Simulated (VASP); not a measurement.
The input files of a VASP run:

File KPOINTS:
```
Automatic mesh
0
Gamma
14 14 8
0 0 0
```

### INCAR
```
SYSTEM = Ru
PREC = Accurate
ENCUT = 520
EDIFF = 1E-6
NELM = 100
ALGO = Normal
LREAL = .FALSE.
LASPH = .TRUE.
ISMEAR = 1
SIGMA = 0.1
GGA = MK
PARAM1 = 0.1234
PARAM2 = 1.0
LUSE_VDW = .TRUE.
AGGAC = 0.0
LMAXMIX = 4
LWAVE = .FALSE.
LCHARG = .FALSE.
IBRION = 2
ISIF = 3
NSW = 60
EDIFFG = -0.01
```

POSCAR:
```
Ru
1
    1.3550000000    -2.3469290000     0.0000000000
    1.3550000000     2.3469290000     0.0000000000
    0.0000000000     0.0000000000     4.2800000000
Ru
2
Direct
  0.3333330000   0.6666670000   0.2500000000
  0.6666670000   0.3333330000   0.7500000000
```

POTCAR, in this order: Ru_pv (PBE.64 set). Program: vasp_std.

### Question
Translate this optB86b-vdW calculation to Quantum ESPRESSO's pw.x.

### Answer
One equivalent input (not run):
```
&CONTROL
  calculation = 'vc-relax'
  pseudo_dir = './pseudo'
  outdir = './out'
  tprnfor = .true.
  tstress = .true.
  nstep = 60
  forc_conv_thr = 0.00039
/
&SYSTEM
  ibrav = 0
  nat = 2
  ntyp = 1
  ecutwfc = 84
  occupations = 'smearing'
  smearing = 'methfessel-paxton'
  degauss = 0.00735
  input_dft = 'vdw-df-ob86'
/
&ELECTRONS
  conv_thr = 7.3e-08
  electron_maxstep = 100
/
&IONS
/
&CELL
/
ATOMIC_SPECIES
  Ru 101.070 Ru.upf
CELL_PARAMETERS angstrom
     1.3550000   -2.3469290    0.0000000
     1.3550000    2.3469290    0.0000000
     0.0000000    0.0000000    4.2800000
ATOMIC_POSITIONS crystal
  Ru   0.3333330  0.6666670  0.2500000
  Ru   0.6666670  0.3333330  0.7500000
K_POINTS automatic
  14 14 8 0 0 0
```
The two are equivalent in intent, not identical: the potentials are each code's own (VASP's PAW set, PseudoDojo norm-conserving files in pw.x), so ENCUT and ecutwfc are chosen apart and not converted; conv_thr bounds pw.x's estimated SCF error, while EDIFF bounds the energy change between steps; forc_conv_thr acts on force components and is met together with etot_conv_thr.

The compound is Ru in the hcp structure. This run relaxes it. Symmetry was kept, so distortions that lower it aren't found.
